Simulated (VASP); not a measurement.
Level of theory: PBE GGA, VASP's PBE PAW potentials (set 64) (plane waves; VASP).

VASP ran on this input.

**POSCAR**
```
TcO2
1.0
  2.5989580000   0.0000000000   0.0000000000
 -1.2994790000   2.2507640000   0.0000000000
  0.0000000000   0.0000000000   4.1926590000
Tc O
1 2
Cartesian
  0.0000000000   0.0000000000   0.0000000000
 -0.0000012995   1.5005100836   1.0565500680
  1.2994802995   0.7502539164   3.1361089320
```

**INCAR**
```
LASPH = .True.   # aspherical one-centre terms
EDIFFG = -0.01   # ionic stop
LWAVE = .False.
PREC = Accurate
ENCUT = 400
SYSTEM = TcO2
LREAL = .False.   # projection in real space or not
ALGO = Normal
ISMEAR = 0
ISIF = 3   # ions, shape and volume
LCHARG = .False.
GGA = PE   # PBE
SIGMA = 0.1
IBRION = 2   # conjugate gradients
NSW = 50   # most ionic steps
EDIFF = 1E-6   # SCF stop (eV)
NELM = 100   # most electronic steps
LMAXMIX = 4
```

File KPOINTS:
```
Automatic mesh
0
Gamma
10 10 5
0 0 0
```

POTCAR, in this order: Tc_pv O (PBE.64 set). Program: vasp_std.

The run wrote:

File OUTCAR:
```
 ion  position               nearest neighbor table
   1  0.000  0.000  0.000-   2 1.84   3 1.84   3 1.84   2 1.84   3 1.84   2 1.84
   2  0.333  0.667  0.252-   1 1.84   1 1.84   1 1.84
   3  0.667  0.333  0.748-   1 1.84   1 1.84   1 1.84
  LATTYP: Found a hexagonal cell.
 ALAT       =     2.5989580000
 C/A-ratio  =     1.6132076778
 Subroutine PRICEL returns:
 Original cell was already a primitive cell.
 Subroutine GETGRP returns: Found 12 space group operations
The static configuration has the point symmetry D_3d.
The dynamic configuration has the point symmetry D_3d.
 Subroutine INISYM returns: Found 12 space group operations
 Subroutine IBZKPT returns following result:
 Found     58 irreducible k-points:

 Following reciprocal coordinates:
            Coordinates               Weight
  0.000000  0.000000  0.000000      1.000000
  0.100000 -0.000000  0.000000      6.000000
  0.200000 -0.000000  0.000000      6.000000
  0.300000 -0.000000  0.000000      6.000000
  0.400000  0.000000  0.000000      6.000000
  0.500000 -0.000000  0.000000      3.000000
  0.100000  0.100000  0.000000      6.000000
...
```

File OSZICAR:
```
...
       N       E                     dE             d eps       ncg     rms          rms(c)
DAV:   1    -0.233718690436E+02   -0.37299E+00   -0.11881E+01  1856   0.396E+01    0.693E+00
DAV:   2    -0.231355021053E+02    0.23637E+00   -0.11238E+00  1856   0.115E+01    0.193E+00
DAV:   3    -0.230958760643E+02    0.39626E-01   -0.47039E-01  1864   0.492E+00    0.137E+00
DAV:   4    -0.230777439833E+02    0.18132E-01   -0.12357E-01  1880   0.367E+00    0.386E-01
DAV:   5    -0.230793037228E+02   -0.15597E-02   -0.39783E-03  1856   0.581E-01    0.136E-01
DAV:   6    -0.230794066609E+02   -0.10294E-03   -0.96052E-04  2088   0.255E-01    0.347E-02
DAV:   7    -0.230794031219E+02    0.35390E-05   -0.86756E-05  1856   0.763E-02    0.155E-02
DAV:   8    -0.230794089257E+02   -0.58038E-05   -0.86253E-06  1944   0.226E-02    0.222E-03
DAV:   9    -0.230794087852E+02    0.14048E-06   -0.40868E-07   928   0.567E-03
   5 F= -.23079409E+02 E0= -.23075690E+02  d E =-.238203E+01
       N       E                     dE             d eps       ncg     rms          rms(c)
DAV:   1    -0.230806879353E+02   -0.12790E-02   -0.68176E-02  1856   0.305E+00    0.523E-01
DAV:   2    -0.230794106167E+02    0.12773E-02   -0.72468E-03  1856   0.910E-01    0.159E-01
DAV:   3    -0.230791224112E+02    0.28821E-03   -0.30737E-03  1856   0.399E-01    0.115E-01
DAV:   4    -0.230790160039E+02    0.10641E-03   -0.77085E-04  1872   0.290E-01    0.274E-02
DAV:   5    -0.230790196243E+02   -0.36204E-05   -0.23756E-05  1856   0.438E-02    0.104E-02
DAV:   6    -0.230790176979E+02    0.19264E-05   -0.59559E-06  1928   0.201E-02    0.317E-03
DAV:   7    -0.230790177837E+02   -0.85822E-07   -0.61233E-07   928   0.704E-03
   6 F= -.23079018E+02 E0= -.23075292E+02  d E =-.238164E+01
       N       E                     dE             d eps       ncg     rms          rms(c)
DAV:   1    -0.231141088499E+02   -0.35091E-01   -0.28229E+00  1856   0.172E+01    0.140E+00
DAV:   2    -0.230928127014E+02    0.21296E-01   -0.13389E-01  1856   0.390E+00    0.635E-01
DAV:   3    -0.230883593041E+02    0.44534E-02   -0.37423E-02  1904   0.138E+00    0.248E-01
DAV:   4    -0.230871009318E+02    0.12584E-02   -0.99695E-03  1864   0.103E+00    0.241E-01
DAV:   5    -0.230872842548E+02   -0.18332E-03   -0.30898E-04  1896   0.169E-01    0.535E-02
DAV:   6    -0.230872630226E+02    0.21232E-04   -0.20898E-04  1984   0.113E-01    0.771E-03
DAV:   7    -0.230872637170E+02   -0.69441E-06   -0.25337E-06  1608   0.149E-02
   7 F= -.23087264E+02 E0= -.23083422E+02  d E =-.824593E-02
       N       E                     dE             d eps       ncg     rms          rms(c)
DAV:   1    -0.231080838857E+02   -0.20821E-01   -0.19730E+00  1856   0.143E+01    0.117E+00
DAV:   2    -0.230930447703E+02    0.15039E-01   -0.93372E-02  1856   0.326E+00    0.530E-01
DAV:   3    -0.230899605035E+02    0.30843E-02   -0.25726E-02  1912   0.115E+00    0.205E-01
DAV:   4    -0.230890972884E+02    0.86322E-03   -0.68029E-03  1864   0.855E-01    0.201E-01
DAV:   5    -0.230892219935E+02   -0.12471E-03   -0.21456E-04  1896   0.141E-01    0.435E-02
DAV:   6    -0.230892074334E+02    0.14560E-04   -0.13893E-04  2000   0.920E-02    0.663E-03
DAV:   7    -0.230892079609E+02   -0.52756E-06   -0.16953E-06  1272   0.124E-02
   8 F= -.23089208E+02 E0= -.23085310E+02  d E =-.101902E-01
       N       E                     dE             d eps       ncg     rms          rms(c)
DAV:   1    -0.231008431266E+02   -0.11636E-01   -0.18395E+00  1856   0.140E+01    0.183E+00
DAV:   2    -0.230929492728E+02    0.78939E-02   -0.65643E-02  1864   0.276E+00    0.551E-01
DAV:   3    -0.230912197276E+02    0.17295E-02   -0.23850E-02  1856   0.114E+00    0.424E-01
DAV:   4    -0.230901970430E+02    0.10227E-02   -0.65275E-03  1872   0.846E-01    0.500E-02
DAV:   5    -0.230902366788E+02   -0.39636E-04   -0.21081E-04  1896   0.126E-01    0.273E-02
DAV:   6    -0.230902590192E+02   -0.22340E-04   -0.33432E-05  2000   0.494E-02    0.705E-03
DAV:   7    -0.230902640924E+02   -0.50731E-05   -0.30561E-06  1696   0.157E-02    0.204E-03
DAV:   8    -0.230902642718E+02   -0.17942E-06   -0.18596E-07   928   0.474E-03
   9 F= -.23090264E+02 E0= -.23086484E+02  d E =-.105631E-02
       N       E                     dE             d eps       ncg     rms          rms(c)
DAV:   1    -0.230940451500E+02   -0.37811E-02   -0.35387E-01  1856   0.616E+00    0.801E-01
DAV:   2    -0.230925974406E+02    0.14477E-02   -0.13147E-02  1864   0.123E+00    0.249E-01
DAV:   3    -0.230922230972E+02    0.37434E-03   -0.50225E-03  1864   0.519E-01    0.198E-01
DAV:   4    -0.230920099629E+02    0.21313E-03   -0.13657E-03  1864   0.386E-01    0.227E-02
DAV:   5    -0.230920115338E+02   -0.15709E-05   -0.44080E-05  1912   0.568E-02    0.121E-02
DAV:   6    -0.230920105092E+02    0.10246E-05   -0.65541E-06  1896   0.219E-02    0.313E-03
DAV:   7    -0.230920098823E+02    0.62698E-06   -0.53641E-07   928   0.691E-03
  10 F= -.23092010E+02 E0= -.23088171E+02  d E =-.280192E-02
       N       E                     dE             d eps       ncg     rms          rms(c)
DAV:   1    -0.230920103739E+02    0.13536E-06   -0.23334E-04  1856   0.158E-01    0.207E-02
DAV:   2    -0.230920095870E+02    0.78692E-06   -0.86941E-06  1864   0.316E-02
  11 F= -.23092010E+02 E0= -.23088171E+02  d E =-.280163E-02
       N       E                     dE             d eps       ncg     rms          rms(c)
DAV:   1    -0.230923394207E+02   -0.32905E-03   -0.99847E-03  1856   0.927E-01    0.102E-01
DAV:   2    -0.230921925099E+02    0.14691E-03   -0.17086E-03  1976   0.369E-01    0.787E-02
DAV:   3    -0.230921203926E+02    0.72117E-04   -0.39482E-04  1960   0.174E-01    0.228E-02
DAV:   4    -0.230921135858E+02    0.68069E-05   -0.62010E-05  1856   0.588E-02    0.697E-03
DAV:   5    -0.230921137784E+02   -0.19268E-06   -0.33077E-06  1432   0.143E-02
  12 F= -.23092114E+02 E0= -.23088288E+02  d E =-.104191E-03
       N       E                     dE             d eps       ncg     rms          rms(c)
DAV:   1    -0.230924106300E+02   -0.29704E-03   -0.10331E-02  1856   0.943E-01    0.102E-01
DAV:   2    -0.230922577744E+02    0.15286E-03   -0.16642E-03  1976   0.364E-01    0.783E-02
DAV:   3    -0.230921875742E+02    0.70200E-04   -0.38966E-04  1944   0.173E-01    0.233E-02
DAV:   4    -0.230921802610E+02    0.73132E-05   -0.64256E-05  1856   0.600E-02    0.709E-03
DAV:   5    -0.230921804898E+02   -0.22881E-06   -0.34360E-06  1552   0.146E-02
  13 F= -.23092180E+02 E0= -.23088369E+02  d E =-.170903E-03
       N       E                     dE             d eps       ncg     rms          rms(c)
DAV:   1    -0.230931133867E+02   -0.93313E-03   -0.41236E-02  1856   0.188E+00    0.203E-01
DAV:   2    -0.230925060568E+02    0.60733E-03   -0.67650E-03  1976   0.732E-01    0.158E-01
DAV:   3    -0.230922226809E+02    0.28338E-03   -0.15750E-03  1944   0.349E-01    0.465E-02
DAV:   4    -0.230921912082E+02    0.31473E-04   -0.25777E-04  1856   0.120E-01    0.142E-02
DAV:   5    -0.230921915429E+02   -0.33469E-06   -0.14036E-05  1872   0.292E-02    0.643E-03
DAV:   6    -0.230921910687E+02    0.47422E-06   -0.12020E-06   952   0.115E-02
  14 F= -.23092191E+02 E0= -.23088414E+02  d E =-.181482E-03
       N       E                     dE             d eps       ncg     rms          rms(c)
DAV:   1    -0.230923777467E+02   -0.18620E-03   -0.76819E-03  1856   0.813E-01    0.870E-02
DAV:   2    -0.230922638942E+02    0.11385E-03   -0.12399E-03  1992   0.314E-01    0.681E-02
DAV:   3    -0.230922142308E+02    0.49663E-04   -0.28880E-04  1952   0.149E-01    0.202E-02
DAV:   4    -0.230922067071E+02    0.75237E-05   -0.48293E-05  1856   0.518E-02    0.603E-03
DAV:   5    -0.230922063764E+02    0.33072E-06   -0.24312E-06  1112   0.125E-02
  15 F= -.23092206E+02 E0= -.23088413E+02  d E =-.196789E-03
```

OUTCAR:
```
------------------------ aborting loop because EDIFF is reached ----------------------------------------
  FORCE on cell =-STRESS in cart. coord.  units (eV):
  Direction    XX          YY          ZZ          XY          YZ          ZX
  --------------------------------------------------------------------------------------
  Total       -0.0185422     -0.0185422     -0.0156587      0.0000000      0.0000000      0.0000000
  in kB       -1.0228616     -1.0228619     -0.8637957      0.0000000      0.0000000      0.0000000
  external PRESSURE =      -0.9698397 kB  Pullay stress =       0.0000000 kB
  volume of cell :       29.04
      direct lattice vectors                 reciprocal lattice vectors
     2.748248555  0.000000000  0.000000000     0.363868107  0.210079314  0.000000000
    -1.374124277  2.380053473  0.000000000     0.000000000  0.420158627  0.000000000
     0.000000000 -0.000000000  4.440301344     0.000000000 -0.000000000  0.225209940
 POSITION                                       TOTAL-FORCE (eV/Angst)
 -----------------------------------------------------------------------------------
     -0.00000      0.00000      0.00000         0.000000      0.000000      0.000000
     -0.00000      1.58670      1.22705         0.000000      0.000000     -0.003856
      1.37413      0.79335      3.21326        -0.000000     -0.000000      0.003856
 -----------------------------------------------------------------------------------
    total drift:                                0.000000      0.000000      0.000000
  FREE ENERGIE OF THE ION-ELECTRON SYSTEM (eV)
  ---------------------------------------------------
  free  energy   TOTEN  =       -23.0922063764 eV

  energy  without entropy=      -23.0846186995  energy(sigma->0) =      -23.08841254

 reached required accuracy - stopping structural energy minimisation
```
(Selected blocks of OUTCAR.)

**CONTCAR**
```
TcO2
   1.00000000000000
     2.7482485547193796    0.0000000000000000    0.0000000000000000
    -1.3741242773596898    2.3800534727992320    0.0000000000000000
     0.0000000000000000   -0.0000000000000000    4.4403013440565111
  Tc              O
     1     2
Direct
     0.0000000000000000    0.0000000000000000    0.0000000000000000
     0.3333330000000032    0.6666669999999968    0.2763429791344462
     0.6666669999999968    0.3333330000000032    0.7236570208655537
```

At this cut-off the stress carries a Pulay error, which pulls relaxed volumes low. Energy and stress use the plane-wave basis of the starting cell.

The structure was generated: TcO2 was put into an ordered model structure, which need not be its known phase. This run relaxes it. Symmetry was kept, so distortions that lower it aren't found. The run is one of a series of settings (EDIFFG = -0.01, IBRION = 2, ISIF = 3, NSW = 50 against the base run), some of them coarse on purpose. The electron count is odd and the run is not spin-polarised, which forces a metal.
